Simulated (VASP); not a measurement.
An input for Ansatz (written as the equivalent of a VASP run, and not itself run):

Ansatz 0.2 input:
```yaml
crystal:
  lattice:
    - [4.0999440, 0.0000000, 0.0000000]
    - [0.0000000, 4.0999440, 0.0000000]
    - [0.0000000, 0.0000000, 4.0999440]
  atoms:
    - { symbol: Ba, position: [0.0000000, 0.0000000, 0.0000000] }
    - { symbol: Hf, position: [0.5000000, 0.5000000, 0.5000000] }
    - { symbol: O, position: [0.5000000, 0.0000000, 0.5000000] }
    - { symbol: O, position: [0.0000000, 0.5000000, 0.5000000] }
    - { symbol: O, position: [0.5000000, 0.5000000, 0.0000000] }
kpoints:
  mp_grid: { grid: [6, 6, 6], shift: [0.5, 0.5, 0.5] }
hamiltonian:
  xc: pbe
  pseudopotentials: { kind: paw }
scf:
  occupations: { method: gaussian, width: 0.02 }
  max_iter: 100
output: { forces: true, stress: true, eigenvalues: true }
```

### Question
Translate this input to VASP (INCAR, KPOINTS, POSCAR, choice of POTCAR).

### Answer
One answer among several that fit: 
KPOINTS:
```
Automatic
0
Gamma
6 6 6
0.5 0.5 0.5
```

**INCAR**
```
! general
SYSTEM =BaHfO3
PREC   =Accurate
ENCUT  =400
LREAL  =.FALSE.
LASPH  =.TRUE.

! electronic loop
EDIFF  =1E-6
NELM   =100
ALGO   =Normal
LMAXMIX=6

! smearing
ISMEAR =0
SIGMA  =0.02

! functional
GGA    =PE

! ions
ISIF   =2

! output
LWAVE  =.FALSE.
LCHARG =.FALSE.
```

**POSCAR**
```
BaHfO3
1
    4.0999440000     0.0000000000     0.0000000000
    0.0000000000     4.0999440000     0.0000000000
    0.0000000000     0.0000000000     4.0999440000
Ba Hf O
1 1 3
Direct
  0.0000000000   0.0000000000   0.0000000000
  0.5000000000   0.5000000000   0.5000000000
  0.5000000000   0.0000000000   0.5000000000
  0.0000000000   0.5000000000   0.5000000000
  0.5000000000   0.5000000000   0.0000000000
```

POTCAR, in this order: Ba_sv Hf_pv O (PBE.64 set). Program: vasp_std.

The two are equivalent in intent, not identical: each code has its own PAW files, so the cut-off isn't converted (ENCUT is set for VASP's; basis.ecutwfc is left out, and Ansatz then takes the one that its files recommend); Ansatz stops its SCF on the density residual and VASP on the energy change (EDIFF).

The structure is a typed BaHfO3 crystal. The cell was not relaxed at this level. The run is one of a series of settings (KPOINTS 6×6×6 Γ-centred mesh shifted by (0.5, 0.5, 0.5) against the base run), some of them coarse on purpose.
